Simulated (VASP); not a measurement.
Output of a VASP run:

File OSZICAR:
```
       N       E                     dE             d eps       ncg     rms          rms(c)
DAV:   1     0.939265568523E+02    0.93927E+02   -0.98319E+03   947   0.250E+03
DAV:   2    -0.629607257132E+01   -0.10022E+03   -0.94774E+02  1055   0.373E+02
DAV:   3    -0.139936399778E+02   -0.76976E+01   -0.76373E+01   990   0.920E+01
DAV:   4    -0.141335290277E+02   -0.13989E+00   -0.13975E+00  1152   0.132E+01
DAV:   5    -0.141353523218E+02   -0.18233E-02   -0.18233E-02   990   0.133E+00    0.769E+00
DAV:   6    -0.131877828090E+02    0.94757E+00   -0.17815E+01  1380   0.825E+01    0.689E+00
DAV:   7    -0.121310164654E+02    0.10568E+01   -0.33921E+00  1343   0.354E+01    0.175E+00
DAV:   8    -0.121581456123E+02   -0.27129E-01   -0.34510E-01   915   0.567E+00    0.125E+00
DAV:   9    -0.121487228235E+02    0.94228E-02   -0.18551E-02   960   0.142E+00    0.494E-01
DAV:  10    -0.121488889073E+02   -0.16608E-03   -0.95759E-04  1008   0.296E-01    0.477E-01
DAV:  11    -0.121505682702E+02   -0.16794E-02   -0.18545E-03  1010   0.397E-01    0.963E-01
DAV:  12    -0.121525127136E+02   -0.19444E-02   -0.35352E-02   980   0.193E+00    0.129E+00
DAV:  13    -0.121484084282E+02    0.41043E-02   -0.12493E-02   993   0.125E+00    0.131E-02
DAV:  14    -0.121484610372E+02   -0.52609E-04   -0.51786E-04   953   0.205E-01    0.153E-02
DAV:  15    -0.121484637677E+02   -0.27305E-05   -0.25088E-05  1080   0.537E-02    0.353E-02
DAV:  16    -0.121484609233E+02    0.28444E-05   -0.41904E-06   975   0.238E-02    0.116E-02
DAV:  17    -0.121484604706E+02    0.45262E-06   -0.12029E-06   535   0.113E-02
   1 F= -.12148460E+02 E0= -.12148460E+02  d E =-.419262E-14
```

### OUTCAR
```
------------------------ aborting loop because EDIFF is reached ----------------------------------------
  FORCE on cell =-STRESS in cart. coord.  units (eV):
  Direction    XX          YY          ZZ          XY          YZ          ZX
  --------------------------------------------------------------------------------------
  Total        0.4945720      0.4945720      0.4945720     -0.0000000      0.0000000      0.0000000
  in kB       34.3229639     34.3229639     34.3229639     -0.0000000      0.0000000      0.0000000
  external PRESSURE =      34.3229639 kB  Pullay stress =       0.0000000 kB
  volume of cell :       23.09
      direct lattice vectors                 reciprocal lattice vectors
     0.000000000  2.260000000  2.260000000    -0.221238938  0.221238938  0.221238938
     2.260000000  0.000000000  2.260000000     0.221238938 -0.221238938  0.221238938
     2.260000000  2.260000000  0.000000000     0.221238938  0.221238938 -0.221238938
  FREE ENERGIE OF THE ION-ELECTRON SYSTEM (eV)
  ---------------------------------------------------
  free  energy   TOTEN  =       -12.1484604706 eV

  energy  without entropy=      -12.1484604706  energy(sigma->0) =      -12.14846047
```
(Selected blocks of OUTCAR.)

### POSCAR
```
GaN
1
    0.0000000000     2.2600000000     2.2600000000
    2.2600000000     0.0000000000     2.2600000000
    2.2600000000     2.2600000000     0.0000000000
Ga N
1 1
Direct
  0.0000000000   0.0000000000   0.0000000000
  0.2500000000   0.2500000000   0.2500000000
```

Task: Reconstruct the remaining input files.

Result: One answer among several that fit: the input of the run itself, PBE GGA, plane waves, VASP's PBE PAW potentials (set 64).

### KPOINTS
```
Automatic mesh
0
Gamma
9 9 9
0 0 0
```

INCAR:
```
! general
SYSTEM  = GaN
PREC    = Accurate
ENCUT   = 520
LREAL   = F
LASPH   = T

! electronic loop
EDIFF   = 1E-6
NELM    = 100
ALGO    = Normal
IMIX    = 4
AMIX    = 0.6
BMIX    = 0.0001
LMAXMIX = 4

! smearing
ISMEAR  = 0
SIGMA   = 0.05

! functional
GGA     = PE

! ions
ISIF    = 2

! output
LWAVE   = F
LCHARG  = F
```

POTCAR, in this order: Ga_d N (PBE.64 set). Program: vasp_std.

The compound is GaN in the zinc blende structure, a metastable form; wurtzite is the usual one. The cell was not relaxed at this level. The run is one of a series of settings (AMIX = 0.6, BMIX = 0.0001, IMIX = 4 against the base run), some of them coarse on purpose.
